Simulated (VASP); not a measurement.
These are PBEsol GGA, VASP's PBE PAW potentials (set 64) (plane waves; VASP) values and carry that method's errors.

A VASP calculation is set up with these files.

### KPOINTS
```
kpoints
0
G
 8 8 8
```

**INCAR**
```
SYSTEM = CuI
PREC = Accurate; ENCUT = 500; LREAL = .FALSE.
LASPH = .TRUE.
EDIFF = 1E-6; NELM = 100; ALGO = Normal
LMAXMIX = 4
ISMEAR = 0; SIGMA = 0.05
GGA = PS
IBRION = 2; NSW = 40; ISIF = 3
EDIFFG = -0.02
LWAVE = .FALSE.; LCHARG = .FALSE.
```

POSCAR:
```
CuI
1.0
  0.0000000000   2.9685087804   2.9685087804
  2.9685087804   0.0000000000   2.9685087804
  2.9685087804   2.9685087804   0.0000000000
Cu I
1 1
Cart
  0.0000000000   0.0000000000   0.0000000000
  1.4842543902   1.4842543902   1.4842543902
```

POTCAR, in this order: Cu I (PBE.64 set). Program: vasp_std.

Output

File OSZICAR:
```
       N       E                     dE             d eps       ncg     rms          rms(c)
DAV:   1     0.104550993349E+03    0.10455E+03   -0.78383E+03   754   0.145E+03
DAV:   2     0.102938315055E+01   -0.10352E+03   -0.97121E+02   759   0.269E+02
DAV:   3    -0.641962574126E+01   -0.74490E+01   -0.73301E+01  1035   0.849E+01
DAV:   4    -0.665792280530E+01   -0.23830E+00   -0.23816E+00   920   0.132E+01
DAV:   5    -0.666545431175E+01   -0.75315E-02   -0.75314E-02  1121   0.242E+00    0.631E+00
DAV:   6    -0.657037319301E+01    0.95081E-01   -0.56667E+00   767   0.695E+01    0.417E+00
DAV:   7    -0.632294137569E+01    0.24743E+00   -0.12371E+00   844   0.422E+01    0.184E+00
DAV:   8    -0.632619828027E+01   -0.32569E-02   -0.97282E-02  1129   0.649E+00    0.664E-01
DAV:   9    -0.632023450233E+01    0.59638E-02   -0.25359E-02   912   0.498E+00    0.241E-01
DAV:  10    -0.632033960614E+01   -0.10510E-03   -0.98426E-04   899   0.272E-01    0.195E-01
DAV:  11    -0.632022164266E+01    0.11796E-03   -0.57914E-04  1066   0.808E-01    0.409E-02
DAV:  12    -0.632023712934E+01   -0.15487E-04   -0.14069E-04  1211   0.153E-01    0.465E-02
DAV:  13    -0.632023822585E+01   -0.10965E-05   -0.25849E-06   745   0.232E-02    0.294E-02
DAV:  14    -0.632023794170E+01    0.28415E-06   -0.15556E-06   686   0.328E-02
   1 F= -.63202379E+01 E0= -.63202379E+01  d E =-.632024E+01
       N       E                     dE             d eps       ncg     rms          rms(c)
DAV:   1    -0.634139809103E+01   -0.21160E-01   -0.35217E-01   754   0.153E+01    0.113E+00
DAV:   2    -0.632828634319E+01    0.13112E-01   -0.21200E-01   769   0.155E+01    0.468E-01
DAV:   3    -0.632079946348E+01    0.74869E-02   -0.42956E-02   764   0.706E+00    0.205E-01
DAV:   4    -0.632007647885E+01    0.72298E-03   -0.24249E-03   958   0.565E-01    0.696E-02
DAV:   5    -0.632004378843E+01    0.32690E-04   -0.70447E-05  1108   0.191E-01    0.608E-02
DAV:   6    -0.632002132177E+01    0.22467E-04   -0.20966E-05  1156   0.823E-02    0.161E-02
DAV:   7    -0.632001970899E+01    0.16128E-05   -0.54696E-06   952   0.734E-02    0.598E-03
DAV:   8    -0.632001995843E+01   -0.24944E-06   -0.15902E-06   575   0.933E-03
   2 F= -.63200200E+01 E0= -.63200200E+01  d E =0.217983E-03
       N       E                     dE             d eps       ncg     rms          rms(c)
DAV:   1    -0.633030466206E+01   -0.10285E-01   -0.16121E-01   754   0.102E+01    0.791E-01
DAV:   2    -0.632479593843E+01    0.55087E-02   -0.10856E-01   759   0.106E+01    0.351E-01
DAV:   3    -0.632062489551E+01    0.41710E-02   -0.22185E-02   754   0.530E+00    0.131E-01
DAV:   4    -0.632034040106E+01    0.28449E-03   -0.11994E-03   754   0.227E-01    0.555E-02
DAV:   5    -0.632031405543E+01    0.26346E-04   -0.83633E-05   975   0.285E-01    0.437E-02
DAV:   6    -0.632030665440E+01    0.74010E-05   -0.14311E-05  1111   0.395E-02    0.215E-02
DAV:   7    -0.632030327367E+01    0.33807E-05   -0.60822E-06   844   0.895E-02    0.268E-03
DAV:   8    -0.632030334879E+01   -0.75121E-07   -0.15236E-06   552   0.932E-03
   3 F= -.63203033E+01 E0= -.63203033E+01  d E =-.654071E-04
```

OUTCAR:
```
------------------------ aborting loop because EDIFF is reached ----------------------------------------
  FORCE on cell =-STRESS in cart. coord.  units (eV):
  Direction    XX          YY          ZZ          XY          YZ          ZX
  --------------------------------------------------------------------------------------
  Total       -0.0024895     -0.0024895     -0.0024895      0.0000000      0.0000000     -0.0000000
  in kB       -0.0760252     -0.0760252     -0.0760252      0.0000000      0.0000000     -0.0000000
  external PRESSURE =      -0.0760252 kB  Pullay stress =       0.0000000 kB
  volume of cell :       52.47
      direct lattice vectors                 reciprocal lattice vectors
     0.000000000  2.971305352  2.971305352    -0.168276209  0.168276209  0.168276209
     2.971305352  0.000000000  2.971305352     0.168276209 -0.168276209  0.168276209
     2.971305352  2.971305352  0.000000000     0.168276209  0.168276209 -0.168276209
  FREE ENERGIE OF THE ION-ELECTRON SYSTEM (eV)
  ---------------------------------------------------
  free  energy   TOTEN  =        -6.3203033488 eV

  energy  without entropy=       -6.3203033488  energy(sigma->0) =       -6.32030335

 reached required accuracy - stopping structural energy minimisation
```
(Selected blocks of OUTCAR.)

File CONTCAR:
```
CuI
   1.00000000000000
     0.0000000000000000    2.9713053519589891    2.9713053519589891
     2.9713053519589891    0.0000000000000000    2.9713053519589891
     2.9713053519589891    2.9713053519589891    0.0000000000000000
  Cu              I
     1     1
Direct
     0.0000000000000000    0.0000000000000000    0.0000000000000000
     0.2500000000000000    0.2500000000000000    0.2500000000000000
```

The compound is CuI in the zinc blende structure. This run relaxes it. Symmetry was kept, so distortions that lower it aren't found.
